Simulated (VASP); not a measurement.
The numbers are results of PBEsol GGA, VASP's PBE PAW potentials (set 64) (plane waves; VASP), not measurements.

VASP ran on this input.

INCAR:
```
! general
SYSTEM  = CrO2
PREC    = Accurate
ENCUT   = 520
LREAL   = .FALSE.
LASPH   = .TRUE.
ICHARG  = 11

! electronic loop
EDIFF   = 1E-7
NELM    = 100
ALGO    = Normal
LMAXMIX = 4

! smearing
ISMEAR  = 0
SIGMA   = 0.05

! functional
GGA     = PS

! spin
ISPIN   = 2
MAGMOM  = 2.1 2.1 -0.1 -0.1 -0.1 -0.1

! output
LWAVE   = .FALSE.
LCHARG  = .FALSE.
LORBIT  = 11
```

### POSCAR
```
CrO2
1
    4.3922610790     0.0000000000     0.0000000000
    0.0000000000     4.3922610790     0.0000000000
    0.0000000000     0.0000000000     2.8934801373
Cr O
2 4
Direct
  0.0000000000   0.0000000000   0.0000000000
  0.5000000000   0.5000000000   0.5000000000
  0.3034300090   0.3034300090   0.0000000000
  0.8034300090   0.1965699910   0.5000000000
  0.1965699910   0.8034300090   0.5000000000
  0.6965699910   0.6965699910   0.0000000000
```

### KPOINTS
```
k-points along high-symmetry lines
10
Line-mode
Reciprocal
  0.000000   0.000000   0.000000 ! GAMMA
  0.000000   0.500000   0.000000 ! X

  0.000000   0.500000   0.000000 ! X
  0.500000   0.500000   0.000000 ! M

  0.500000   0.500000   0.000000 ! M
  0.000000   0.000000   0.000000 ! GAMMA

  0.000000   0.000000   0.000000 ! GAMMA
  0.000000   0.000000   0.500000 ! Z

  0.000000   0.000000   0.500000 ! Z
  0.000000   0.500000   0.500000 ! R

  0.000000   0.500000   0.500000 ! R
  0.500000   0.500000   0.500000 ! A

  0.500000   0.500000   0.500000 ! A
  0.000000   0.000000   0.500000 ! Z

  0.000000   0.500000   0.000000 ! X
  0.000000   0.500000   0.500000 ! R

  0.500000   0.500000   0.000000 ! M
  0.500000   0.500000   0.500000 ! A
```

POTCAR, in this order: Cr_pv O (PBE.64 set). Program: vasp_std. Read from the step before: CHGCAR.

Output

**OSZICAR**
```
       N       E                     dE             d eps       ncg     rms          rms(c)
DAV:   1     0.544340344128E+03    0.54434E+03   -0.27597E+04 10800   0.182E+03
DAV:   2    -0.194476858127E+01   -0.54629E+03   -0.51737E+03 11924   0.516E+02
DAV:   3    -0.514387137869E+02   -0.49494E+02   -0.46539E+02 14074   0.152E+02
DAV:   4    -0.527988891891E+02   -0.13602E+01   -0.13274E+01 12496   0.250E+01
DAV:   5    -0.528546345360E+02   -0.55745E-01   -0.55696E-01 15788   0.405E+00
DAV:   6    -0.528555340111E+02   -0.89948E-03   -0.89943E-03 13058   0.455E-01
DAV:   7    -0.528555562404E+02   -0.22229E-04   -0.22229E-04 16020   0.582E-02
DAV:   8    -0.528555566725E+02   -0.43212E-06   -0.43272E-06 12060   0.655E-03
DAV:   9    -0.528555566843E+02   -0.11736E-07   -0.11582E-07  8428   0.105E-03
   1 F= -.52855557E+02 E0= -.52854297E+02  d E =-.252021E-02  mag=     4.0000
```

File OUTCAR:
```



 magnetization (x)

# of ion       s       p       d       tot
------------------------------------------
    1        0.023   0.028   2.038   2.089
    2        0.023   0.028   2.038   2.089
    3       -0.003  -0.072   0.000  -0.075
    4       -0.003  -0.072   0.000  -0.075
    5       -0.003  -0.072   0.000  -0.075
    6       -0.003  -0.072   0.000  -0.075
--------------------------------------------------
tot          0.032  -0.232   4.076   3.877
```
(Selected blocks of OUTCAR.)

File OUTCAR:
```
 val. band max:        5.8157693578   @ k =   0.1111   0.1111   0.5000

 cond. band min:       5.8221909213   @ k =   0.0000   0.0556   0.5000



 spin component 1

 k-point     1 :       0.0000    0.0000    0.0000
  band No.  band energies     occupation
      1     -38.9419      1.00000
      2     -38.9419      1.00000
      3     -38.7994      1.00000
      4     -38.7994      1.00000
      5     -38.7230      1.00000
      6     -38.7070      1.00000
      7     -14.1024      1.00000
      8     -12.3067      1.00000
      9     -11.7904      1.00000
     10     -11.7904      1.00000
     11      -2.0368      1.00000
     12      -1.3751      1.00000
     13      -0.9014      1.00000
     14       0.2914      1.00000
     15       0.2914      1.00000
     16       1.8181      1.00000
     17       1.8181      1.00000
     18       2.2797      1.00000
     19       4.1048      1.00000
     20       4.2779      1.00000
     21       4.5092      1.00000
     22       4.5577      1.00000
     23       4.5577      1.00000
     24       4.7242      1.00000
     25       4.7242      1.00000
     26       4.7677      1.00000
     27       5.2206      1.00000
     28       7.0213      0.00000
     29       7.1213      0.00000
     30       9.7388      0.00000

 k-point     2 :       0.0000    0.0556    0.0000
  band No.  band energies     occupation
      1     -38.9417      1.00000
      2     -38.9417      1.00000
      3     -38.7996      1.00000
      4     -38.7996      1.00000
      5     -38.7229      1.00000
      6     -38.7071      1.00000
      7     -14.0897      1.00000
      8     -12.3136      1.00000
      9     -11.8021      1.00000
     10     -11.7928      1.00000
     11      -2.0113      1.00000
     12      -1.3627      1.00000
     13      -0.8791      1.00000
     14       0.2931      1.00000
     15       0.2949      1.00000
     16       1.7845      1.00000
     17       1.8059      1.00000
...
```

The density is held fixed in this step, so its total energy and stress have no physical meaning.

The compound is CrO2 in the rutile structure. It was relaxed first.
